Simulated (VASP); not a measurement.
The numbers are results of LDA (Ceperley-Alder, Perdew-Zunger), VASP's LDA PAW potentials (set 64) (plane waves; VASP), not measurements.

The input files of a VASP run:

### KPOINTS
```
kpoints
0
Gamma
 7 7 7
```

INCAR:
```
ALGO = Normal
EDIFF = 1E-6
ENCUT = 300
ISIF = 2
ISMEAR = 0
LASPH = .TRUE.
LCHARG = .FALSE.
LMAXMIX = 4
LREAL = .FALSE.
LWAVE = .FALSE.
NELM = 100
PREC = Accurate
SIGMA = 0.1
SYSTEM = SrPd5
```

**POSCAR**
```
SrPd5
1
    5.3830000000     0.0000000000     0.0000000000
   -2.6915000000     4.6618150000     0.0000000000
    0.0000000000     0.0000000000     4.3920000000
Pd Sr
5 1
Direct
  0.3333330000   0.6666670000   0.0000000000
  0.6666670000   0.3333330000   0.0000000000
  0.5000000000   0.0000000000   0.5000000000
  0.5000000000   0.5000000000   0.5000000000
  0.0000000000   0.5000000000   0.5000000000
  0.0000000000   0.0000000000   0.0000000000
```

**KPOINTS_OPT**
```
k-points along high-symmetry lines
6
Line-mode
Reciprocal
  0.000000   0.000000   0.000000 ! GAMMA
  0.500000   0.000000   0.000000 ! M

  0.500000   0.000000   0.000000 ! M
  0.333333   0.333333   0.000000 ! K

  0.333333   0.333333   0.000000 ! K
  0.000000   0.000000   0.000000 ! GAMMA

  0.000000   0.000000   0.000000 ! GAMMA
  0.000000   0.000000   0.500000 ! A

  0.000000   0.000000   0.500000 ! A
  0.500000   0.000000   0.500000 ! L

  0.500000   0.000000   0.500000 ! L
  0.333333   0.333333   0.500000 ! H

  0.333333   0.333333   0.500000 ! H
  0.000000   0.000000   0.500000 ! A

  0.500000   0.000000   0.500000 ! L
  0.500000   0.000000   0.000000 ! M

  0.333333   0.333333   0.500000 ! H
  0.333333   0.333333   0.000000 ! K
```

POTCAR, in this order: Pd Sr_sv (LDA.64 set). Program: vasp_std.

Question: What will the output report for the number of irreducible k-points (NKPTS), largest plane-wave count, number of space-group operations, FFT grid (NGX, NGY, NGZ)?

Answer: 
| Quantity | Value |
|---|---|
| number of irreducible k-points (NKPTS) | 32 |
| largest plane-wave count | 1315 |
| number of space-group operations | 24 |
| FFT grid (NGX, NGY, NGZ) | 30 × 30 × 28 |

The structure comes from a measured SrPd5 entry of the Crystallography Open Database, whose conditions weren't checked. The cell was not relaxed at this level.
